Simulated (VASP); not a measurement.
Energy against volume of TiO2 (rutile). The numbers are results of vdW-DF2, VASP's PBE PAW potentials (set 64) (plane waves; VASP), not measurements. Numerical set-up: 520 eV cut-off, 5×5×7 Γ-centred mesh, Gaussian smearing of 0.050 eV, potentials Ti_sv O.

Shape and ions are relaxed at each volume.

```json
[
 {"V (Å³/atom)": "10.760", "E (eV/atom)": "-6.85597"},
 {"V (Å³/atom)": "11.093", "E (eV/atom)": "-6.86291"},
 {"V (Å³/atom)": "11.426", "E (eV/atom)": "-6.85782"},
 {"V (Å³/atom)": "11.759", "E (eV/atom)": "-6.84289"}
]
```

Problem. Fit these four points and predict the energy of the run at 10.428 Å³/atom.

Solution. A cubic in V^(−2/3), the third-order Birch-Murnaghan form, passes through the four points with V0 = 11.11 Å³/atom and B0 = 191 GPa, and gives -6.8344 eV/atom there. The run gave -6.8346 eV/atom, -0.2 meV/atom from the fit; all five points give B0 = 190 GPa.

The compound is TiO2 in the rutile structure. It was relaxed first, which changed the volume by +7 %.
